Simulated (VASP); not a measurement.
These are r2SCAN meta-GGA, VASP's PBE PAW potentials (set 64) (plane waves; VASP) values and carry that method's errors.

VASP ran on this input.

INCAR:
```
# general
SYSTEM  = SrCl2(110) slab
PREC    = Normal
ENCUT   = 400
LREAL   = .FALSE.
LASPH   = .TRUE.

# electronic loop
EDIFF   = 1E-6
NELM    = 100
NELMIN  = 4
ALGO    = Normal
LMAXMIX = 4
LMIXTAU = .TRUE.

# smearing
ISMEAR  = 0
SIGMA   = 0.05

# functional
METAGGA = R2SCAN

# output
LWAVE   = .FALSE.
LCHARG  = .FALSE.
LORBIT  = 11
LVHAR   = .TRUE.

# other
LDIPOL  = .TRUE.
IDIPOL  = 3
DIPOL   = 0.5 0.5 0.5
```

**KPOINTS**
```
Automatic mesh
0
Gamma
4 3 1
0 0 0
```

**POSCAR**
```
SrCl2(110) slab
1
    4.9465105223     0.0000000000     0.0000000000
    0.0000000000     6.9954227386     0.0000000000
    0.0000000000     0.0000000000    24.9261654679
Sr Cl
4 8
Direct
  0.0000000000   0.0000000000   0.3619286256
  0.5000000000   0.5000000000   0.4424197247
  0.0000000000   0.0000000000   0.5575802753
  0.5000000000   0.5000000000   0.6380713744
  0.5000000000   0.2425114161   0.3476088228
  0.0000000000   0.2525239676   0.4527961336
  0.0000000000   0.7474760324   0.4527961336
  0.5000000000   0.7574885839   0.3476088228
  0.5000000000   0.2474760324   0.5472038664
  0.0000000000   0.2574885839   0.6523911772
  0.0000000000   0.7425114161   0.6523911772
  0.5000000000   0.7525239676   0.5472038664
```

POTCAR, in this order: Sr_sv Cl (PBE.64 set). Program: vasp_std. Read from the step before: WAVECAR.

Task: Estimate the energy per atom (σ→0), band gap (on the k-mesh).

Result: 
The energy per atom (σ→0) is -11781 meV/atom and the band gap (on the k-mesh) is 5.34 eV.

**OSZICAR**
```
       N       E                     dE             d eps       ncg     rms          rms(c)
DAV:   1    -0.141367208290E+03   -0.14137E+03   -0.34198E-06   564   0.108E-02    0.598E-04
DAV:   2    -0.141367210344E+03   -0.20544E-05   -0.49744E-07   485   0.471E-03    0.418E-04
DAV:   3    -0.141367209885E+03    0.45943E-06   -0.28494E-07   422   0.341E-03    0.297E-04
DAV:   4    -0.141367209107E+03    0.77738E-06   -0.22630E-07   419   0.317E-03
   1 F= -.14136721E+03 E0= -.14136721E+03  d E =-.148330E-13
```

The cell is a thin slab with vacuum, built from SrCl2 (fluorite): (110) face.
